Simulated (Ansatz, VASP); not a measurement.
# MgB2: VASP beside Ansatz

Aim: how closely do two programs agree when they are given the same cell, functional and k mesh?

Main program and level: Ansatz 0.2.0; plane waves, with VASP 6.6.1 beside it; single point at PBE.

### 1. The starting structure

The structure is hexagonal, space group P6/mmm (No. 191). Conventional cell: a = 3.085 Å, b = 3.085 Å, c = 3.523 Å, α = 90.00°, β = 90.00°, γ = 120.00°. Mg has 12 B at 2.51 Å nearest. B has 3 B at 1.78 Å and 6 Mg at 2.51 Å nearest. Farther neighbours are not listed.

### 2. Ansatz: single point, PBE

Ansatz runs on its default PAW (the set named soft_2) files.

With cell and atoms fixed, the geometry can't cause a difference; cores, projectors, grids and the points listed under the comparison can.

File input.yaml:

```yaml
crystal:
  lattice:
    - [3.085, 0.0, 0.0]
    - [-1.5425, 2.6716883707, 0.0]
    - [0.0, 0.0, 3.523]
  atoms:
    - { symbol: Mg, position: [0.0, 0.0, 0.0] }
    - { symbol: B, position: [0.3333333333, 0.6666666667, 0.5] }
    - { symbol: B, position: [0.6666666667, 0.3333333333, 0.5] }
hamiltonian:
  xc: pbe
  pseudopotentials: { kind: paw }
kpoints:
  mp_grid: { grid: [8, 8, 6] }
scf:
  occupations: { method: fermi_dirac, width: 0.05 }
  n_extra_bands: 4
output:
  forces: true
  stress: true
  eigenvalues: true
```

Command:

```bash
$ ansatz run input.yaml --threads 2 --pin off --max-ram 4608MiB --backend cpu --events-out ev --progress --plain --runs-dir out
```

Numbers of over 12 decimals in the logs are rounded to 6 here.

The log of the run:

```text
scf.n_extra_bands = 4 over 8 filled bands (N_el = 16.0): the run solves 12 bands
Engine: ansatz 0.2.0, aarch64-unknown-linux-gnu
Pseudopotentials: kind: paw
Pseudopotential: Mg, paw, valence charge 10, recommended cutoff 420 eV (normal), Mg.paw.azcp
Pseudopotential: B, paw, valence charge 3, recommended cutoff 420 eV (normal), B.paw.azcp
Functional definition: PBE
  parameter kappa = 0.804
  parameter beta = 0.066725
  exchange = pbe_x(kappa = kappa, mu = beta*pi^2/3)
  correlation = pbe_c(beta = beta)
Crystal: 3 atoms, lattice volume = 29.037 Å³
Basis set: ecut = 420 eV, 563 PW (Γ), exchange–correlation on 48×48×48 points (8 copies of the dense FFT grid, shifted against one another)
Bands: 12, of which v1, the nominal top of the filled ones, is band 8 counted from 1 (7 counted from 0)
Symmetry: 24 space group operations
Space group: P6/mmm (ITA 191), of the structure as read, at distance tolerance 3.1e-5 Å
k-points: 40 of 384
Non-local potential: Mg, projectors of the file, l = 0: 3, l = 1: 2, l = 2: 1
Non-local potential: B, projectors of the file, l = 0: 2, l = 1: 2, l = 2: 1
PAW form: soft (Blöchl's): semilocal exchange-correlation on the pseudo side does not see the compensation charge
PAW one-centre angular grid: Mg, 110 points (default); XC on 64 Gauss nodes
PAW one-centre angular grid: B, 110 points (default); XC on 64 Gauss nodes
Initial density: superposition of atomic densities (neutral atoms: chi_scale 0, normalization atom), corrected by the library's trained network
Initial wavefunctions: pseudopotential atomic-orbital guess
Functional: x = pbe(κ = 0.804, μ = 0.219515), c = pbe(β = 0.066725)
SCF iter   1: F=—  HF=-2236.015367 eV  |F-HF|=—  |Δ(HF+E_count)|=         —  Δρ=1.45e-3  dr2=3.03e-4  ethr=1.77e-3  ⟨swp⟩=5.3  Hψ=2592  notcnv=0
preconditioner: auto → none  [metal: Δε(μ)=0.108 eV  Ē_g=11.141 eV  σ=0.050 eV  W_gap=0.48  n_scr=8 (ndim 8)  ℏωp=19.5 eV  f_vac=0.000  D(μ)=1.29/eV (n_scr^D=8)  sad-step TF]
SCF iter   2: F=—  HF=-2236.016212 eV  |F-HF|=—  |Δ(HF+E_count)|=   8.45e-4  Δρ=8.88e-4  dr2=1.31e-4  ethr=1.89e-6  ⟨swp⟩=2.5  Hψ=1132  notcnv=0
SCF iter   3: F=—  HF=-2236.016268 eV  |F-HF|=—  |Δ(HF+E_count)|=   5.67e-5  Δρ=3.13e-4  dr2=1.28e-5  ethr=8.20e-7  ⟨swp⟩=2.9  Hψ=874  notcnv=0
SCF iter   4: F=—  HF=-2236.016285 eV  |F-HF|=—  |Δ(HF+E_count)|=   1.64e-5  Δρ=1.14e-4  dr2=1.14e-6  ethr=7.97e-8  ⟨swp⟩=2.0  Hψ=694  notcnv=0
SCF iter   5: F=—  HF=-2236.016284 eV  |F-HF|=—  |Δ(HF+E_count)|=   1.13e-6  Δρ=3.06e-5  dr2=2.71e-7  ethr=7.13e-9  ⟨swp⟩=2.1  Hψ=707  notcnv=0
SCF iter   6: F=-2236.016283 eV  HF=-2236.016284 eV  |F-HF|=4.05e-8  |Δ(HF+E_count)|=   9.85e-8  Δρ=1.30e-5  dr2=3.27e-8  ethr=6.25e-10  ⟨swp⟩=5.0  Hψ=2103  notcnv=0
SCF 1 converged in 6 iterations: F = -2236.016283 eV  dr2 = 3.27e-8
  greatest PAW one-centre occupation: 1.000 electrons in one spin orbital (limit 2), on the Mg atom at site 0 (counted from 0), in its partial waves of l = 0
SCF converged after 6 iterations
Free energy (F): -2236.016283 eV
Harris-Foulkes:  -2236.016284 eV  (|F-HF|=4.05e-8)
Internal energy: -2236.006130 eV  (E = F + TS)
E sigma→0 (E₀):  -2236.011207 eV
Entropy (-TS):   -0.010153 eV (-3.384 meV/atom)
Fermi energy:    9.230510 eV
--- Per-component energies (eV) ---
  E_band       = -293.568303
  E_kinetic    = 173.638865
  E_local      = -1521.243859  (includes V_loc(G=0)·N_el)
  E_nonlocal   = 118.071772
  E_hartree    = 541.464050
  E_xc         = -94.098539
  E_vxc        = -114.847454  (∫ρ·V_xc dr)
  E_paw        = -448.977369  (= ΣΔE_a)
  E_vpaw       = -32.119143  (= ΣTr[D̂ρ^β])
  E_aug_tail   = -0.000013  (compensation charges beyond the density's cutoff)
  E_ewald      = -1004.861037
  E_smearing   = -0.010153  (= −TS)
  E_closure    = -0.000000  (closes the sum)
  Σ components = -2236.016283   (vs F -2236.016283, Δ=0.00e0)
--- Forces (eV/Å), atoms counted from 1 ---
  atom   1  Mg    -0.00000000    -0.00000000     0.00000000
  atom   2  B     -0.00000000    -0.00000000     0.00000000
  atom   3  B     -0.00000000     0.00000000     0.00000000
  max |Σ_I F_I| component: 5.55e-17 eV/Å
--- Stress (GPa, compression-positive) ---
       -0.701889       0.000000       0.000000
        0.000000      -0.701889       0.000000
        0.000000       0.000000      -1.259478
  P = ⅓ Tr σ = -0.8878 GPa (-8.878 kbar)
--- Band table (eV; the first three rows and the last of 40) ---
  k-point 0: bands = [... 4 lower, -3.1838, 6.3016, 9.5864, 9.5864, 10.8856, 15.5271, 15.5271, 17.2894]
  k-point 1: bands = [... 4 lower, -2.9475, 4.8010, 9.6742, 9.6742, 12.9459, 15.6039, 15.6039, 17.2578]
  k-point 2: bands = [... 4 lower, -2.3389, 2.7684, 9.8607, 9.8607, 15.7698, 15.7698, 16.6042, 17.1933]
  k-point 39: bands = [... 4 lower, 2.3386, 2.9046, 4.7228, 6.5555, 7.7963, 13.1890, 18.9219, 21.9559]
```

Wall time 1.1 s (2 threads of Arm Neoverse N1, shared host); peak memory 0.25 GiB; 1.7 s of CPU time.

The run ends at a pressure of -0.89 GPa.

### 3. VASP: single point, PBE

The same cell, functional, mesh and smearing now go to VASP, with its own data sets and cutoff.

Lines of VASP's logs that name or quote its potential files are left out, and so is its time.

File INCAR:

```
SYSTEM = MgB2
PREC = Accurate
ENCUT = 420
EDIFF = 1E-06
NELM = 100
ISMEAR = -1
SIGMA = 0.05
LREAL = .FALSE.
ALGO = Normal
GGA = PE
NBANDS = 10
LORBIT = 11
LWAVE = .FALSE.
LCHARG = .TRUE.
ISIF = 2
LELF = .TRUE.
LVHAR = .TRUE.
```

File POSCAR:

```
MgB2
1.0
    3.0850000000      0.0000000000      0.0000000000
   -1.5425000000      2.6716883707      0.0000000000
    0.0000000000      0.0000000000      3.5230000000
Mg B
1 2
Direct
    0.0000000000      0.0000000000      0.0000000000
    0.3333333333      0.6666666667      0.5000000000
    0.6666666667      0.3333333333      0.5000000000
```

File KPOINTS:

```
Automatic mesh
0
Gamma
8 8 6
0 0 0
```

Potentials, in the order of the species: Mg and B (PBE family, release 64).

Command:

```bash
$ mpirun -np 4 vasp_std
```

The log of the run:

```text
[banner, memory and clock lines left out]
running    4 mpi-ranks, on    1 nodes
 distrk:  each k-point on    4 cores,    1 groups
 distr:  one band on    1 cores,    4 groups

 POSCAR found type information on POSCAR MgB
 POSCAR found :  2 types and       3 ions
 LDA part: xc-table for (Slater+PW92), standard interpolation
|                                                                             |
|           W    W    AA    RRRRR   N    N  II  N    N   GGGG   !!!           |
|           W    W   A  A   R    R  NN   N  II  NN   N  G    G  !!!           |
|           W    W  A    A  R    R  N N  N  II  N N  N  G       !!!           |
|           W WW W  AAAAAA  RRRRR   N  N N  II  N  N N  G  GGG   !            |
|           WW  WW  A    A  R   R   N   NN  II  N   NN  G    G                |
|           W    W  A    A  R    R  N    N  II  N    N   GGGG   !!!           |
|                                                                             |
|     The number of bands has been changed from the values supplied in        |
|     The orbitals not found in the WAVECAR file will be initialized with     |
|     random numbers, which is usually adequate. For correlated               |
|     calculations, however, you should redo the groundstate calculation.     |
|     I found NBANDS = 10. Now, NBANDS = 12.                                  |
|                                                                             |

 POSCAR, INCAR and KPOINTS ok, starting setup
 FFT: planning ... GRIDC
 FFT: planning ... GRID_SOFT
 FFT: planning ... GRID
 WAVECAR not read
 entering main loop
       N       E                     dE             d eps       ncg     rms          rms(c)
DAV:   1    -0.453001464125E+00   -0.45300E+00   -0.32529E+03  1032   0.462E+02
DAV:   2    -0.165962888970E+02   -0.16143E+02   -0.15506E+02  1272   0.880E+01
DAV:   3    -0.169899527470E+02   -0.39366E+00   -0.39192E+00  1252   0.110E+01
DAV:   4    -0.169907705472E+02   -0.81780E-03   -0.81776E-03  1064   0.607E-01
DAV:   5    -0.169907746559E+02   -0.41086E-05   -0.41085E-05  1208   0.430E-02    0.522E+00
DAV:   6    -0.155733244672E+02    0.14175E+01   -0.16324E+00  1124   0.561E+00    0.249E+00
DAV:   7    -0.153196749046E+02    0.25365E+00   -0.92052E-01  1128   0.417E+00    0.761E-01
DAV:   8    -0.153247890881E+02   -0.51142E-02   -0.93052E-02  1048   0.152E+00    0.456E-01
DAV:   9    -0.153143777662E+02    0.10411E-01   -0.21123E-02  1084   0.624E-01    0.694E-02
DAV:  10    -0.153143098091E+02    0.67957E-04   -0.10195E-03  1148   0.171E-01    0.240E-02
DAV:  11    -0.153143111966E+02   -0.13875E-05   -0.39649E-05  1096   0.362E-02    0.721E-03
DAV:  12    -0.153143083003E+02    0.28963E-05   -0.11331E-05  1152   0.145E-02    0.206E-03
DAV:  13    -0.153143081906E+02    0.10974E-06   -0.40097E-07   628   0.344E-03
   1 F= -.15314308E+02 E0= -.15309226E+02  d E =-.101637E-01
```

From OUTCAR (step 3):

```text
ion  position               nearest neighbor table
   1  0.000  0.000  0.000-   2 2.51   3 2.51   2 2.51   3 2.51   3 2.51   3 2.51   2 2.51   2 2.51
                             3 2.51   3 2.51   2 2.51   2 2.51
   2  0.333  0.667  0.500-   3 1.78   3 1.78   3 1.78   1 2.51   1 2.51   1 2.51   1 2.51   1 2.51
                             1 2.51
   3  0.667  0.333  0.500-   2 1.78   2 1.78   2 1.78   1 2.51   1 2.51   1 2.51   1 2.51   1 2.51
                             1 2.51

  LATTYP: Found a hexagonal cell.
 ALAT       =     3.0850000000
 C/A-ratio  =     1.1419773096

 Subroutine GETGRP returns: Found 24 space group operations
 (whereof 24 operations were pure point group operations)

The static configuration has the point symmetry D_6h.

 Found     40 irreducible k-points:

   k-points           NKPTS =     40   k-points in BZ     NKDIM =     40   number of bands    NBANDS=     12

   dimension x,y,z NGX =    24 NGY =   24 NGZ =   24
   dimension x,y,z NGXF=    48 NGYF=   48 NGZF=   48

   ENCUT  =  420.0 eV  30.87 Ry    5.56 a.u.   5.16  5.16  5.89*2*pi/ulx,y,z

   NELECT =       8.0000    total number of electrons

 k-points in reciprocal lattice and weights: Automatic mesh
   0.00000000  0.00000000  0.00000000       0.003
   0.12500000  0.00000000  0.00000000       0.016
   0.25000000  0.00000000  0.00000000       0.016
   0.37500000  0.00000000  0.00000000       0.016
   0.50000000  0.00000000  0.00000000       0.008
   0.12500000  0.12500000  0.00000000       0.016
   0.25000000  0.12500000  0.00000000       0.031
   0.37500000  0.12500000  0.00000000       0.031
   0.25000000  0.25000000  0.00000000       0.016
[...]
0.25000000  0.25000000  0.50000000       0.016
   0.37500000  0.25000000  0.50000000       0.016

 average (electrostatic) potential at core
       1 -35.7913       2 -26.2079       3 -26.2079

 E-fermi :   5.2617

 k-point     1 :       0.0000    0.0000    0.0000
  band No.  band energies     occupation
      1      -7.1528      2.00000
      2       2.3242      2.00000
      3       5.6243      0.00142
      4       5.6243      0.00142
      5       6.9173      0.00000
      6      11.5621      0.00000
      7      11.5621      0.00000
    ...

 k-point     2 :       0.1250    0.0000    0.0000
  band No.  band energies     occupation
      1      -6.8820      2.00000
      2       2.5883      2.00000
      3       4.3577      2.00000
      4       5.0475      1.97282
      5       7.1641      0.00000
      6      11.3067      0.00000
      7      12.6841      0.00000
      8      13.9302      0.00000
      9      14.2562      0.00000
    ...

 k-point     3 :       0.2500    0.0000    0.0000
  band No.  band energies     occupation
      1      -6.0767      2.00000
      2       1.8783      2.00000
      3       3.3648      2.00000
      4       4.0623      2.00000
      5       7.8864      0.00000
      6      10.5882      0.00000
      7      12.0733      0.00000
      8      14.5223      0.00000
      9      15.2387      0.00000
    ...

  Total       -0.1498820     -0.1498820     -0.2907151      0.0000000     -0.0000000      0.0000000
  in kB       -8.2700175     -8.2700175    -16.0407460      0.0000000     -0.0000000      0.0000000
  external PRESSURE =     -10.8602604 kB  Pullay stress =       0.0000000 kB

  energy-cutoff  :      420.00
  volume of cell :       29.04
      direct lattice vectors                 reciprocal lattice vectors
     3.085000000  0.000000000  0.000000000     0.324149109  0.187147575  0.000000000
    -1.542500000  2.671688371  0.000000000     0.000000000  0.374295150  0.000000000
     0.000000000  0.000000000  3.523000000     0.000000000  0.000000000  0.283848992

 POSITION                                       TOTAL-FORCE (eV/Angst)
 -----------------------------------------------------------------------------------
      0.00000      0.00000      0.00000        -0.000000      0.000000      0.000000
     -0.00000      1.78113      1.76150         0.000000      0.000000      0.000000
      1.54250      0.89056      1.76150         0.000000      0.000000      0.000000
 -----------------------------------------------------------------------------------
    total drift:                                0.000000     -0.000000      0.000000

  FREE ENERGIE OF THE ION-ELECTRON SYSTEM (eV)
  ---------------------------------------------------
  free  energy   TOTEN  =       -15.3143081906 eV

  energy  without entropy=      -15.3041444900  energy(sigma->0) =      -15.30922634

 total charge
# of ion       s       p       d       tot
------------------------------------------
    1        0.158   0.176   0.056   0.390
    2        0.688   1.228   0.000   1.915
    3        0.688   1.228   0.000   1.915
--------------------------------------------------
tot          1.533   2.632   0.056   4.221

[... 3 further parts left out ...]
```

The run ends at a pressure of -1.09 GPa.

### 4. Comparison

Known differences besides the potentials themselves: the data sets hold 16 valence electrons in Ansatz (default PAW (the set named soft_2) files) and 8 in VASP; VASP leaves aspherical gradient terms in its spheres out (LASPH is not set), Ansatz keeps them. Total energies have different zeros and are not compared.

The two programs side by side:

| quantity | Ansatz | VASP | difference |
| --- | --- | --- | --- |
| pressure (GPa) | -0.89 | -1.09 | +0.20 |
| pressure without Ansatz's Pulay correction (GPa) | -1.07 | -1.09 | +0.02 |

Ansatz's pressure holds a Pulay correction of 0.18 GPa; VASP's holds none.

### 5. What the set-up changes

Further runs change the set-up of one program: Ansatz's method, potentials or start, or VASP's data sets, cutoff or form of LDA. The table gives Ansatz less VASP for each quantity, since a change that brings one quantity closer may part another.

| run | pressure (GPa) |
| --- | --- |
| as above | 0.20 |
| Ansatz's all-electron LAPW method | 0.15 |

### 6. Results

```json
{"difference in pressure (single point, PBE)": "0.20 GPa"}
```

What this shows: The difference in pressure is 0.20 GPa (single point, PBE), within the 1 GPa picked in this series as the mark of a large difference. Single point, PBE, Ansatz's all-electron LAPW method: the difference in pressure goes from 0.20 to 0.15 GPa. Such differences can come from data sets, numerical settings and the points named under the comparisons, not from the functional's error against experiment.

[Lines on the potential files, build, host, timing and source positions are cut from VASP's logs without a mark.]

[Logs are printed without paths, hosts, clocks, repeated set-up lines and the standing remarks that a program may print on its own settings, such as how far it seeks lower states.]

[Hosts, paths, dates, database ids (printed as entryN), source tags and the programs' standing remarks are cut or masked in the printed files.]
